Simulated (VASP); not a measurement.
Computed with PBEsol GGA, VASP's PBE PAW potentials (set 64) (plane waves; VASP).

A VASP calculation is set up with these files.

**POSCAR**
```
PtSe2
1
    1.8414727573    -3.1895246210     0.0000000000
    1.8414727573     3.1895246210     0.0000000000
    0.0000000000    -0.0000000000     4.7617416284
Pt Se
1 2
Direct
  0.0000000000   0.0000000000   0.0000000000
  0.3333330000   0.6666670000   0.2612697859
  0.6666670000   0.3333330000   0.7387302141
```

KPOINTS:
```
Automatic mesh
0
Gamma
9 9 6
0 0 0
```

**INCAR**
```
! general
SYSTEM  = PtSe2
PREC    = Accurate
ENCUT   = 520
LREAL   = F
LASPH   = T

! electronic loop
EDIFF   = 1E-7
NELM    = 100
ALGO    = Normal
LMAXMIX = 6

! smearing
ISMEAR  = 1
SIGMA   = 0.1

! functional
GGA     = PS

! ions
IBRION  = 2
NSW     = 30
ISIF    = 4
EDIFFG  = -0.01

! output
LWAVE   = F
LCHARG  = F
```

POTCAR, in this order: Pt Se (PBE.64 set). Program: vasp_std.

Without a dispersion term in the relaxation, distances and binding between the weakly bound layers, chains or molecules are unreliable, and so is what depends on them. Unless said otherwise, spin-orbit coupling is left out, though it shifts the bands of the heavy elements here.

Estimate the energy per atom (σ→0), band gap (on the k-mesh).

```yaml
energy per atom (σ→0): -5.287 eV/atom
band gap (on the k-mesh): none (metal, semimetal or under 0.01 eV)
```

**OSZICAR**
```
...
DAV:   1    -0.158615048529E+02   -0.20754E-02   -0.10995E-01  1881   0.240E+00    0.211E-01
DAV:   2    -0.158601517742E+02    0.13531E-02   -0.39993E-03  2105   0.516E-01    0.109E-01
DAV:   3    -0.158598767652E+02    0.27501E-03   -0.75294E-04  2133   0.243E-01    0.523E-02
DAV:   4    -0.158598190781E+02    0.57687E-04   -0.17353E-04  2091   0.105E-01    0.217E-02
DAV:   5    -0.158598169215E+02    0.21566E-05   -0.18631E-05  2049   0.310E-02    0.798E-03
DAV:   6    -0.158598170104E+02   -0.88965E-07   -0.13051E-06  2259   0.900E-03    0.305E-03
DAV:   7    -0.158598170095E+02    0.95406E-09   -0.11376E-07  1021   0.335E-03
   6 F= -.15859817E+02 E0= -.15860009E+02  d E =-.201730E-02
```

The compound is PtSe2 in the 1T layered structure. This cell is one point of a volume scan, at 0.94 of the reference volume. Symmetry was kept, so distortions that lower it aren't found.
